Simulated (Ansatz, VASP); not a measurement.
# Li2ZnCl4 (Li2ZnCl4 (Fd-3m)): VASP beside Ansatz

Wanted: the spread between two codes on one cell, functional and k mesh. The structure shown is the end of the VASP relaxation below.

Main program and level: Ansatz 0.2.0; plane waves, with VASP 6.6.1 beside it; single point at PBEsol.

### Step 1. The structure

The structure is cubic, space group Fd-3m (No. 227). Conventional cell: a = 10.237 Å, b = 10.237 Å, c = 10.237 Å, α = 90.00°, β = 90.00°, γ = 90.00°. Nearest to Li lie 6 Cl at 2.53 Å. Nearest to Zn lie 4 Cl at 2.27 Å. Nearest to Cl lie 1 Zn at 2.27 Å and 3 Li at 2.53 Å. Farther neighbours and most contacts between anions are not listed.

As a file:

```cif
data_structure
_symmetry_space_group_name_H-M 'Fd-3m:1'
_symmetry_Int_Tables_number 227
_cell_length_a 10.2366
_cell_length_b 10.2366
_cell_length_c 10.2366
_cell_angle_alpha 90.000
_cell_angle_beta 90.000
_cell_angle_gamma 90.000
_cell_volume 1072.67
loop_
_atom_site_label
_atom_site_type_symbol
_atom_site_symmetry_multiplicity
_atom_site_Wyckoff_symbol
_atom_site_fract_x
_atom_site_fract_y
_atom_site_fract_z
_atom_site_occupancy
Li1 Li 16 c 0.87500 0.87500 0.12500 1
Zn1 Zn 8 b 0.00000 0.00000 0.50000 1
Cl1 Cl 32 e 0.87831 0.12169 0.12169 1
```

### Step 2. VASP: relaxation, PBEsol

This run makes the geometry at which the two programs are then compared.

Lines of VASP's logs that name or quote its potential files are left out, and so is its time.

Contents of INCAR:

```
SYSTEM = Li2ZnCl4
PREC = Accurate
ENCUT = 360
EDIFF = 1E-06
NELM = 120
ISMEAR = 0
SIGMA = 0.05
LREAL = Auto
ALGO = Normal
GGA = PS
NBANDS = 56
LORBIT = 11
LWAVE = .FALSE.
LCHARG = .FALSE.
KPAR = 2
NCORE = 2
IBRION = 2
NSW = 40
ISIF = 3
EDIFFG = -0.02
POTIM = 0.4
```

Contents of POSCAR:

```
Li2ZnCl4
1.0
    0.0000000000      5.1424602000      5.1424602000
    5.1424602000      0.0000000000      5.1424602000
    5.1424602000      5.1424602000      0.0000000000
Li Zn Cl
4 2 8
Direct
    0.6250000000      0.6250000000      0.1250000000
    0.6250000000      0.1250000000      0.6250000000
    0.6250000000      0.6250000000      0.6250000000
    0.1250000000      0.6250000000      0.6250000000
    0.0000000000      0.0000000000      0.0000000000
    0.2500000000      0.2500000000      0.2500000000
    0.8651734600      0.3782755100      0.3782755100
    0.8717244900      0.8717244900      0.8717244900
    0.3782755100      0.3782755100      0.3782755100
    0.3848265400      0.8717244900      0.8717244900
    0.8717244900      0.3848265400      0.8717244900
    0.8717244900      0.8717244900      0.3848265400
    0.3782755100      0.8651734600      0.3782755100
    0.3782755100      0.3782755100      0.8651734600
```

Contents of KPOINTS:

```
Automatic mesh
0
Gamma
3 3 3
0 0 0
```

The projector-augmented-wave data sets are Li, Zn and Cl (PBE family, release 64).

Run with:

```console
$ mpirun -np 4 vasp_std
```

Numbers of over 12 decimals in the logs are rounded to 6 here.

Log:

```text
[banner, memory and clock lines left out]
running    4 mpi-ranks, on    1 nodes
 distrk:  each k-point on    2 cores,    2 groups
 distr:  one band on    2 cores,    1 groups

 POSCAR found type information on POSCAR LiZnCl
 POSCAR found :  3 types and      14 ions
|                                                                             |
|               ----> ADVICE to this user running VASP <----                  |
|                                                                             |
|     You enforced a specific xc type in the INCAR file but a different       |
|     [... a line on the potential file left out ...]
|     I HOPE YOU KNOW WHAT YOU ARE DOING!                                     |
|                                                                             |

 LDA part: xc-table for (Slater+PW92), standard interpolation
 POSCAR, INCAR and KPOINTS ok, starting setup
 FFT: planning ... GRIDC
 FFT: planning ... GRID_SOFT
 FFT: planning ... GRID
 WAVECAR not read
 entering main loop
       N       E                     dE             d eps       ncg     rms          rms(c)
DAV:   1     0.589497853878E+03    0.58950E+03   -0.29591E+04   448   0.110E+03
DAV:   2     0.269714149933E+02   -0.56253E+03   -0.53704E+03   512   0.277E+02
DAV:   3    -0.484527057743E+02   -0.75424E+02   -0.74949E+02   496   0.115E+02
DAV:   4    -0.506065272611E+02   -0.21538E+01   -0.21464E+01   560   0.234E+01
DAV:   5    -0.506550547850E+02   -0.48528E-01   -0.48496E-01   544   0.350E+00    0.987E+00
DAV:   6    -0.483932659587E+02    0.22618E+01   -0.35776E+00   704   0.632E+01    0.817E+00
DAV:   7    -0.483703190097E+02    0.22947E-01   -0.46797E+00   528   0.859E+00    0.494E+00
DAV:   8    -0.483462297116E+02    0.24089E-01   -0.42412E-01   584   0.569E+00    0.195E+00
DAV:   9    -0.483437298133E+02    0.24999E-02   -0.56086E-02   656   0.335E+00    0.392E-01
DAV:  10    -0.483460996404E+02   -0.23698E-02   -0.14437E-02   544   0.729E-01    0.136E-01
DAV:  11    -0.483466261997E+02   -0.52656E-03   -0.12287E-03   512   0.151E-01    0.782E-02
DAV:  12    -0.483468867317E+02   -0.26053E-03   -0.34534E-04   568   0.151E-01    0.361E-02
DAV:  13    -0.483468771782E+02    0.95535E-05   -0.17571E-04   632   0.144E-01    0.144E-02
DAV:  14    -0.483468784510E+02   -0.12728E-05   -0.26425E-05   576   0.410E-02    0.552E-03
DAV:  15    -0.483468796276E+02   -0.11766E-05   -0.49475E-06   496   0.101E-02    0.225E-03
DAV:  16    -0.483468796718E+02   -0.44191E-07   -0.14686E-07   304   0.251E-03
   1 F= -.48346880E+02 E0= -.48346880E+02  d E =-.483469E+02
[...]
2 F= -.48352189E+02 E0= -.48352189E+02  d E =-.530926E-02
[...]
3 F= -.48352924E+02 E0= -.48352924E+02  d E =-.604405E-02
[...]
4 F= -.48352946E+02 E0= -.48352946E+02  d E =-.606607E-02
[...]
5 F= -.48352937E+02 E0= -.48352937E+02  d E =-.605708E-02
[...]
6 F= -.48353327E+02 E0= -.48353327E+02  d E =-.389954E-03
 trial-energy change:   -0.000390  1 .order   -0.000364   -0.000447   -0.000281
 step:   1.8531(harm=  3.0087)  dis= 0.00143  next Energy=   -48.353426 (dE=-0.490E-03)
 bond charge predicted
       N       E                     dE             d eps       ncg     rms          rms(c)
DAV:   1    -0.483536773641E+02   -0.35104E-03   -0.18271E-02   528   0.671E-01    0.122E-01
DAV:   2    -0.483535122593E+02    0.16510E-03   -0.15481E-03   624   0.375E-01    0.370E-02
DAV:   3    -0.483534929681E+02    0.19291E-04   -0.16292E-04   544   0.471E-02    0.202E-02
DAV:   4    -0.483534903337E+02    0.26344E-05   -0.18242E-05   608   0.258E-02    0.106E-02
DAV:   5    -0.483534908097E+02   -0.47603E-06   -0.13538E-06   304   0.210E-02
   7 F= -.48353491E+02 E0= -.48353491E+02  d E =-.554060E-03
 curvature:  -1.08 expect dE=-0.110E-03 dE for cont linesearch -0.592E-04
 trial: gam=-0.23726 g(F)=  0.928E-04 g(S)=  0.874E-05 ort = 0.158E-03 (trialstep = 0.127E+01)
 search vector abs. value=  0.521E-04
 reached required accuracy - stopping structural energy minimisation
```

OUTCAR, selected parts (step 2):

```text
ion  position               nearest neighbor table
   1  0.625  0.625  0.125-   7 2.54  10 2.54  11 2.54  13 2.54   9 2.54   8 2.54
   2  0.625  0.125  0.625-   7 2.54  10 2.54  12 2.54  14 2.54   9 2.54   8 2.54
   3  0.625  0.625  0.625-   7 2.54  10 2.54  11 2.54  12 2.54  13 2.54  14 2.54
   4  0.125  0.625  0.625-  11 2.54  12 2.54  13 2.54  14 2.54   8 2.54   9 2.54
   5  0.000  0.000  0.000-   8 2.29  10 2.29  11 2.29  12 2.29
   6  0.250  0.250  0.250-   9 2.29   7 2.29  13 2.29  14 2.29
   7  0.865  0.378  0.378-   6 2.29   2 2.54   1 2.54   3 2.54
   8  0.872  0.872  0.872-   5 2.29   2 2.54   4 2.54   1 2.54
   9  0.378  0.378  0.378-   6 2.29   2 2.54   4 2.54   1 2.54
  10  0.385  0.872  0.872-   5 2.29   2 2.54   1 2.54   3 2.54
  11  0.872  0.385  0.872-   5 2.29   4 2.54   1 2.54   3 2.54
  12  0.872  0.872  0.385-   5 2.29   4 2.54   2 2.54   3 2.54
  13  0.378  0.865  0.378-   6 2.29   4 2.54   1 2.54   3 2.54
  14  0.378  0.378  0.865-   6 2.29   4 2.54   2 2.54   3 2.54

  LATTYP: Found a face centered cubic cell.
 ALAT       =    10.2849204000

 Subroutine GETGRP returns: Found 48 space group operations
 (whereof 24 operations were pure point group operations)

The static configuration has the point symmetry T_d .
 The point group associated with its full space group is O_h .

 Found      4 irreducible k-points:

   k-points           NKPTS =      4   k-points in BZ     NKDIM =      4   number of bands    NBANDS=     56

   dimension x,y,z NGX =    48 NGY =   48 NGZ =   48
   dimension x,y,z NGXF=    96 NGYF=   96 NGZF=   96

   ENCUT  =  360.0 eV  26.46 Ry    5.14 a.u.  11.25 11.25 11.25*2*pi/ulx,y,z

   NELECT =      84.0000    total number of electrons

 k-points in reciprocal lattice and weights: Automatic mesh
   0.00000000  0.00000000  0.00000000       0.037
   0.33333333  0.00000000  0.00000000       0.296
   0.33333333  0.33333333  0.00000000       0.222
  -0.33333333  0.33333333  0.00000000       0.444

 average (electrostatic) potential at core
       1 -27.2514       2 -27.2514       3 -27.2514       4 -27.2514       5 -36.7617
       6 -36.7617       7 -93.4667       8 -93.4667       9 -93.4667      10 -93.4667
      11 -93.4667      12 -93.4667      13 -93.4667      14 -93.4667

 E-fermi :   0.4075

 k-point     1 :       0.0000    0.0000    0.0000
  band No.  band energies     occupation
    ...
     38      -0.0293      2.00000
     39      -0.0293      2.00000
     40       0.1906      2.00000
     41       0.1906      2.00000
     42       0.1906      2.00000
     43       4.3922      0.00000
     44       4.5168      0.00000
     45       6.8106      0.00000
     46       6.8106      0.00000
     47       6.8106      0.00000
    ...

 k-point     2 :       0.3333    0.0000    0.0000
  band No.  band energies     occupation
    ...
     38      -0.2678      2.00000
     39      -0.0781      2.00000
     40      -0.0781      2.00000
     41       0.1147      2.00000
     42       0.1147      2.00000
     43       5.1516      0.00000
     44       5.2833      0.00000
     45       7.1836      0.00000
     46       7.1836      0.00000
     47       7.2806      0.00000
    ...

 k-point     3 :       0.3333    0.3333    0.0000
  band No.  band energies     occupation
    ...
     38      -0.3283      2.00000
     39      -0.1249      2.00000
     40      -0.1249      2.00000
     41      -0.0663      2.00000
     42      -0.0307      2.00000
     43       5.5805      0.00000
     44       5.6906      0.00000
     45       7.2001      0.00000
     46       7.6332      0.00000
     47       7.6333      0.00000
    ...

  Total        0.0325131      0.0325131      0.0325131      0.0000000      0.0000000      0.0000000
  in kB        0.1942513      0.1942513      0.1942513      0.0000000      0.0000000      0.0000000
  external PRESSURE =       0.1942513 kB  Pullay stress =       0.0000000 kB

  energy-cutoff  :      360.00
  volume of cell :      268.17
      direct lattice vectors                 reciprocal lattice vectors
     0.000000000  5.118290285  5.118290285    -0.097688871  0.097688871  0.097688871
     5.118290285  0.000000000  5.118290285     0.097688871 -0.097688871  0.097688871
     5.118290285  5.118290285  0.000000000     0.097688871  0.097688871 -0.097688871

 POSITION                                       TOTAL-FORCE (eV/Angst)
 -----------------------------------------------------------------------------------
      3.83872      3.83872      6.39786        -0.000000     -0.000000      0.000000
      3.83872      6.39786      3.83872         0.000000      0.000000      0.000000
      6.39786      6.39786      6.39786         0.000000     -0.000000      0.000000
      6.39786      3.83872      3.83872        -0.000000     -0.000000      0.000000
      0.00000      0.00000      0.00000        -0.000000     -0.000000      0.000000
      2.55915      2.55915      2.55915         0.000000      0.000000      0.000000
      3.87256      6.36402      6.36402         0.010012     -0.010012     -0.010012
      8.92316      8.92316      8.92316        -0.010012     -0.010012     -0.010012
      3.87256      3.87256      3.87256         0.010012      0.010012      0.010012
      8.92316      6.43171      6.43171        -0.010012      0.010012      0.010012
      6.43171      8.92316      6.43171         0.010012     -0.010012      0.010012
      6.43171      6.43171      8.92316         0.010012      0.010012     -0.010012
      6.36402      3.87256      6.36402        -0.010012      0.010012     -0.010012
      6.36402      6.36402      3.87256        -0.010012     -0.010012      0.010012
 -----------------------------------------------------------------------------------
    total drift:                                0.000000     -0.000000     -0.000000

  FREE ENERGIE OF THE ION-ELECTRON SYSTEM (eV)
  ---------------------------------------------------
  free  energy   TOTEN  =       -48.3534908097 eV

  energy  without entropy=      -48.3534908097  energy(sigma->0) =      -48.35349081

 reached required accuracy - stopping structural energy minimisation

 total charge
# of ion       s       p       d       tot
------------------------------------------
    1        0.065   0.124   0.000   0.189
    2        0.065   0.124   0.000   0.189
    3        0.065   0.124   0.000   0.189
    4        0.065   0.124   0.000   0.189
    5        0.466   0.439   9.841  10.746
    6        0.466   0.439   9.841  10.746
    7        1.580   3.541   0.000   5.121
    8        1.580   3.541   0.000   5.121
    9        1.580   3.541   0.000   5.121
   10        1.580   3.541   0.000   5.121
   11        1.580   3.541   0.000   5.121
   12        1.580   3.541   0.000   5.121
   13        1.580   3.541   0.000   5.121
   14        1.580   3.541   0.000   5.121
--------------------------------------------------
tot         13.835  29.701  19.682  63.219

[... 1 further part left out ...]
```

CONTCAR:

```
Li2ZnCl4
   1.00000000000000
     0.0000000000000000    5.1182902853626979    5.1182902853626979
     5.1182902853626979    0.0000000000000000    5.1182902853626979
     5.1182902853626979    5.1182902853626979    0.0000000000000000
  Li              Zn              Cl
     4     2     8
Direct
     0.6250000000000000    0.6250000000000000    0.1250000000000000
     0.6250000000000000    0.1250000000000000    0.6250000000000000
     0.6250000000000000    0.6250000000000000    0.6250000000000000
     0.1250000000000000    0.6250000000000000    0.6250000000000000
     0.0000000000000000    0.0000000000000000    0.0000000000000000
     0.2500000000000000    0.2500000000000000    0.2500000000000000
     0.8650806190907150    0.3783064569697637    0.3783064569697637
     0.8716935430302363    0.8716935430302363    0.8716935430302363
     0.3783064569697637    0.3783064569697637    0.3783064569697637
     0.3849193809092850    0.8716935430302363    0.8716935430302363
     0.8716935430302363    0.3849193809092850    0.8716935430302363
     0.8716935430302363    0.8716935430302363    0.3849193809092850
     0.3783064569697637    0.8650806190907150    0.3783064569697637
     0.3783064569697637    0.3783064569697637    0.8650806190907150
```

[end of part 1 of 2]

[Lines on the potential files, build, host, timing and source positions are cut from VASP's logs without a mark.]

[Logs are printed without paths, hosts, clocks, repeated set-up lines and the standing remarks that a program may print on its own settings, such as how far it seeks lower states.]

[Hosts, paths, dates, database ids (printed as entryN), source tags and the programs' standing remarks are cut or masked in the printed files.]
